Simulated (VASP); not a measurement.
Set up this calculation in VASP 6.6.1, as the native input.

- Task: single point
- Functional: LDA
- Potentials or basis: VASP PAW LDA potentials, release 64 (Hf_pv, B)
- Cutoff: 520 eV
- k mesh: 10 × 10 × 10
- Occupations: gaussian, width 0.1 eV
- Spin: no spin polarisation
- Further INCAR settings: ALGO = Fast; EDIFF = 1e-07; NBANDS = 14

The structure of HfB lies in POSCAR:

```
HfB
1.0
    0.0000000000      2.3100000000      2.3100000000
    2.3100000000      0.0000000000      2.3100000000
    2.3100000000      2.3100000000      0.0000000000
Hf B
1 1
Cartesian
    2.3100000000      2.3100000000      2.3100000000
    0.0000000000      0.0000000000      0.0000000000
```

One way to write it, as run:

INCAR

```
SYSTEM = HfB
  PREC = Accurate
  ENCUT = 520
  EDIFF = 1E-7
  ISMEAR = 0
  SIGMA = 0.1
  LREAL = .FALSE.
  LASPH = .TRUE.
  NELM = 60
  ALGO = Fast
  ISIF = 2
  LWAVE = .FALSE.
  LCHARG = .FALSE.
  NBANDS = 14
```

KPOINTS

```
Automatic mesh
0
G
  10 10 10
  0 0 0
```

Potentials or basis: VASP PAW LDA potentials, release 64 (Hf_pv, B).

Command:

```console
$ cat potpaw_LDA.64/Hf_pv/POTCAR potpaw_LDA.64/B/POTCAR > POTCAR
$ mpirun -np 1 vasp_std > vasp.out
```

It gave:

```json
{"Pressure": "19.7 GPa", "Band gap on the k mesh": "none (metal or under the smearing width)"}
```

Caveat: so large a pressure means that the cell lies far from this level's equilibrium, or that cutoff or potentials fall short.

Run time: 7.5 s on 1 thread of Intel(R) Xeon(R) Platinum 8559C (Emerald Rapids) (shared host), peak memory 0.13 GiB.
